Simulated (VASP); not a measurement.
Consider the following.

```
CELL_PARAMETERS angstrom
      0.00000     2.54000     2.54000
      2.54000     0.00000     2.54000
      2.54000     2.54000     0.00000
ATOMIC_POSITIONS crystal
  Hf 0.00000 0.00000 0.00000
  O  0.25000 0.25000 0.25000
  O  0.75000 0.75000 0.75000
```

The numbers are results of PBE GGA, VASP's PBE PAW potentials (set 64) (plane waves; VASP), not measurements. Numerical set-up: 520 eV cut-off, 7×7×7 Γ-centred mesh, Gaussian smearing of 0.050 eV, potentials Hf_pv O.

Task: Give the stress tensor in GPa (positive for a compressed cell).

Result: 
```
-1.12   0.00   0.00
 0.00  -1.12   0.00
 0.00   0.00  -1.12
```
The pressure is its mean diagonal, -1.12 GPa.

The compound is HfO2 in the fluorite structure, the high-temperature cubic form, which is unstable at 0 K; the monoclinic form is the stable one. The cell was not relaxed at this level.
